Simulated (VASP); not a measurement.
Input:

```
CELL_PARAMETERS angstrom
     -3.04214     3.04214     2.48276
      3.04214    -3.04214     2.48276
      3.04214     3.04214    -2.48276
ATOMIC_POSITIONS crystal
  Ta 0.16135 0.66135 0.82270
  Ta 0.83865 0.33865 0.17730
  Ta 0.66135 0.83865 0.50000
  Ta 0.33865 0.16135 0.50000
  Co 0.75000 0.75000 0.00000
  Co 0.25000 0.25000 0.00000
```

Level of theory: PBEsol GGA, VASP's PBE PAW potentials (set 64) (plane waves; VASP). Numerical set-up: 300 eV cut-off, 6×6×6 Γ-centred mesh, Fermi-Dirac smearing of 0.10 eV, potentials Ta_pv Co.

At this cut-off the stress carries a Pulay error, which pulls relaxed volumes low. Unless said otherwise, spin-orbit coupling is left out, though it shifts the bands of the heavy elements here.

Predict the energy per atom (σ→0), pressure, band gap (on the k-mesh) with the smallest direct gap where there is one.

| Item | Value |
|---|---|
| band gap (on the k-mesh) | none (metal, semimetal or under 0.01 eV) |
| energy per atom (σ→0) | -11.216 eV/atom |
| pressure | -4.33 GPa |

The absolute energy has meaning only against runs of the same code, potentials and settings.

The structure comes from a computed database's Ta2Co entry (I4/mcm); how it stands against other phases isn't given here. The cell was not relaxed at this level. The run is not spin-polarised, so no magnetic state was tried.
